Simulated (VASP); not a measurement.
An input for Ansatz (written as the equivalent of a VASP run, and not itself run):

Ansatz 0.2 input:
```yaml
crystal:
  lattice:
    - [3.4162293, 0.0000000, 0.0000000]
    - [0.0000000, 3.4162293, 0.0000000]
    - [0.0000000, 0.0000000, 3.4162293]
  atoms:
    - { symbol: Si, position: [0.0000000, 0.0000000, 0.0000000] }
    - { symbol: Ni, position: [0.0000000, 0.5000000, 0.5000000] }
    - { symbol: Ni, position: [0.5000000, 0.0000000, 0.5000000] }
    - { symbol: Ni, position: [0.5000000, 0.5000000, 0.0000000] }
kpoints:
  mp_grid: { grid: [8, 8, 8] }
hamiltonian:
  xc: pbe
  pseudopotentials: { kind: paw }
scf:
  occupations: { method: methfessel_paxton, width: 0.1 }
  max_iter: 100
relax:
  max_steps: 40
  f_tol: 0.01
  cell: { p_target: 20 }
output: { forces: true, stress: true, eigenvalues: true }
```

**Question.** Translate this input to VASP (INCAR, KPOINTS, POSCAR, choice of POTCAR).

**Answer.** Several could match; the one computed here: 
File POSCAR:
```
Ni3Si
1
    3.4162292619    -0.0000000000     0.0000000000
    0.0000000000     3.4162292619    -0.0000000000
   -0.0000000000    -0.0000000000     3.4162292619
Si Ni
1 3
Direct
  0.0000000000   0.0000000000   0.0000000000
  0.0000000000   0.5000000000   0.5000000000
  0.5000000000   0.0000000000   0.5000000000
  0.5000000000   0.5000000000   0.0000000000
```

KPOINTS:
```
Automatic mesh
0
Gamma
8 8 8
0 0 0
```

### INCAR
```
ALGO=Normal
EDIFF=1E-7
EDIFFG=-0.01
ENCUT=480
GGA=PE
IBRION=2
ISIF=3
ISMEAR=1
LASPH=.TRUE.
LCHARG=.FALSE.
LMAXMIX=4
LREAL=.FALSE.
LWAVE=.FALSE.
NELM=100
NSW=40
PREC=Accurate
PSTRESS=200
SIGMA=0.1
SYSTEM=Ni3Si
```

POTCAR, in this order: Si Ni (PBE.64 set). Program: vasp_std.

Limits of the translation: each code has its own PAW files, so the cut-off isn't converted (ENCUT is set for VASP's; basis.ecutwfc is left out, and Ansatz then takes the one that its files recommend); Ansatz stops its SCF on the density residual and VASP on the energy change (EDIFF).

The compound is Ni3Si in the L1_2 structure. It was relaxed first under an external pressure of 20 GPa.
